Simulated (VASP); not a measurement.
A run of VASP 6.6.1:

File INCAR:

```
PREC = Accurate
ENCUT = 520
EDIFF = 1E-6
ISMEAR = 1
SIGMA = 0.1
LREAL = False
LASPH = True
NELM = 80
ALGO = Fast
ISIF = 2
LWAVE = False
LCHARG = True
LVHAR = True
```

Contents of KPOINTS:

```
Automatic mesh
0
Gamma
  14 14 8
```

Contents of POSCAR:

```
Y                                       
1.0
    3.5408225192      0.0000000000      0.0000000000
   -1.7704112596      3.0664422485      0.0000000000
   -0.0000000000      0.0000000000      5.4936599738
  Y             
     2
Direct
     0.3333333300000021    0.6666666699999979    0.2500000000000000
     0.6666666699999979    0.3333333300000021    0.7500000000000000
```

Potentials or basis: VASP PAW LDA potentials, release 64 (Y_sv).

The run is started by

```bash
$ cat potpaw_LDA.64/Y_sv/POTCAR > POTCAR
$ mpirun -np 1 vasp_std > vasp.out
```

Hardware: 1 thread of Intel(R) Xeon(R) 6975P-C (Granite Rapids), on a shared host.

Estimate the wall time of this run.

Run time: 60 s on 1 thread of Intel(R) Xeon(R) 6975P-C (Granite Rapids), on a shared host, peak memory 0.24 GiB. Counts: scf iterations 17, k points 120.
